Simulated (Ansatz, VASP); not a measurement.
**Hg2H3Br in VASP and in Ansatz**

```
Hg H Br
1.0
     6.08710    0.00000    0.00000
    -3.04355    5.27158    0.00000
     0.00000    0.00000    2.82273
Hg H Br
2 3 1
Direct
  0.33333 0.66667 0.00000
  0.66667 0.33333 0.00000
  0.50000 0.00000 0.50000
  0.50000 0.50000 0.50000
  0.00000 0.50000 0.50000
  0.00000 0.00000 0.00000
```

Change from the starting cell: species swapped into the YCo3B2 type (P6/mmm, No. 191).

Alike in both runs: functional PBE; k mesh 6 × 6 × 12; occupations gaussian, width 0.1 eV; no spin polarisation.

Ansatz relaxed the structure, and its values are those at the end. VASP's run is a single point on that final structure, the one shown.

|  | VASP | Ansatz |
| --- | --- | --- |
| version | VASP 6.6.1 | Ansatz 0.2.0 |
| potentials or method | VASP PAW PBE potentials, release 64 (Hg, H, Br) | scalar-relativistic, plane waves, PAW |
| plane-wave cutoff (eV) | 520 | 420 |
| valence electrons in the cell | 34 | 50 |

|  | VASP | Ansatz | Ansatz less VASP |
| --- | --- | --- | --- |
| gap on the k mesh at the Fermi level (eV) | none | none | - |
| pressure (GPa) | 0.2 | 0.0 | -0.20 |

A gap of «none» marks a metal or a gap that the smearing closes. The two sets of potentials don't hold the same shells in valence.

The runs have no spin-orbit coupling, so splittings on Hg are missing.
